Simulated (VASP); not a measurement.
Data:

```
CELL_PARAMETERS angstrom
      1.87087    -3.24043     0.00000
      1.87087     3.24043     0.00000
      0.00000     0.00000     5.96771
ATOMIC_POSITIONS crystal
  Zr 0.00000 0.00000 0.00000
  S  0.33333 0.66667 0.24061
  S  0.66667 0.33333 0.75939
```

The numbers are results of vdW-DF2, VASP's PBE PAW potentials (set 64) (plane waves; VASP), not measurements. Numerical set-up: 520 eV cut-off, 7×7×4 Γ-centred mesh, Gaussian smearing of 0.050 eV, potentials Zr_sv S.

### Question
The ions and cell shape at fixed volume are relaxed. Which structure does the run end with?

### Answer

```
CELL_PARAMETERS angstrom
      1.88021    -3.25662     0.00000
      1.88021     3.25662     0.00000
      0.00000     0.00000     5.90854
ATOMIC_POSITIONS crystal
  Zr 0.00000 0.00000 0.00000
  S  0.33333 0.66667 0.24630
  S  0.66667 0.33333 0.75370
```
Space group P-3m1 (164), at a tolerance of 0.03 Å.

### Question
How much energy does the relaxation gain?

### Answer
The energy (σ→0) changes by -3.9 meV/atom, in 5 ionic steps.

```
step  E(σ→0) (eV)  max force (eV/Å)  pressure (GPa)  volume (Å³)
----  -----------  ----------------  --------------  -----------
1        -14.8810             0.329            2.64        72.36
2        -14.8890             0.156            1.85        72.36
3        -14.8916             0.022            1.06        72.36
4        -14.8925             0.011            0.96        72.36
5        -14.8926             0.005            0.90        72.36
```

The compound is ZrS2 in the 1T layered structure. This cell is one point of a volume scan, at 0.97 of the reference volume. Symmetry was kept, so distortions that lower it aren't found.
